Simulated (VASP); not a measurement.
The input files of a VASP run:

**KPOINTS**
```
kpoints
0
G
13 13 13
```

### POSCAR
```
SnC
1.0
  2.8767455562   0.0000000000   0.0000000000
  0.0000000000   2.8767455562   0.0000000000
  0.0000000000   0.0000000000   2.8767455562
Sn C
1 1
Cart
  0.0000000000   0.0000000000   0.0000000000
  1.4383727781   1.4383727781   1.4383727781
```

**INCAR**
```
EDIFFG = -0.02   # ionic stop
IBRION = 2   # conjugate gradients
LCHARG = .FALSE.
NELM = 100   # most electronic steps
SYSTEM = SnC
LMAXMIX = 4   # l cut-off of mixed one-centre charges
ALGO = Normal
PSTRESS = 450
GGA = PS
NSW = 40
EDIFF = 1E-6
LWAVE = .FALSE.
ISIF = 3   # ions, shape and volume
LREAL = .FALSE.   # projection in real space or not
LASPH = .TRUE.
ISMEAR = 1
PREC = Accurate
ENCUT = 620
SIGMA = 0.1   # width (eV)
```

POTCAR, in this order: Sn_d C (PBE.64 set). Program: vasp_std.

Task: Write an equivalent input for Ansatz.

Result: One equivalent input (not run):
Ansatz 0.2 input:
```yaml
crystal:
  lattice:
    - [2.8767456, 0.0000000, 0.0000000]
    - [0.0000000, 2.8767456, 0.0000000]
    - [0.0000000, 0.0000000, 2.8767456]
  atoms:
    - { symbol: Sn, position: [0.0000000, 0.0000000, 0.0000000] }
    - { symbol: C, position: [0.5000000, 0.5000000, 0.5000000] }
kpoints:
  mp_grid: { grid: [13, 13, 13] }
hamiltonian:
  xc: pbesol
  pseudopotentials: { kind: paw }
scf:
  occupations: { method: methfessel_paxton, width: 0.1 }
  max_iter: 100
relax:
  max_steps: 40
  f_tol: 0.02
  cell: { p_target: 45 }
output: { forces: true, stress: true, eigenvalues: true }
```
The two are equivalent in intent, not identical: each code has its own PAW files, so the cut-off isn't converted (ENCUT is set for VASP's; basis.ecutwfc is left out, and Ansatz then takes the one that its files recommend); Ansatz stops its SCF on the density residual and VASP on the energy change (EDIFF).

The structure was generated: SnC was put into the CsCl type type (Pm-3m), which need not be its known phase. This run relaxes it under an external pressure of 45 GPa. Symmetry was kept, so distortions that lower it aren't found.
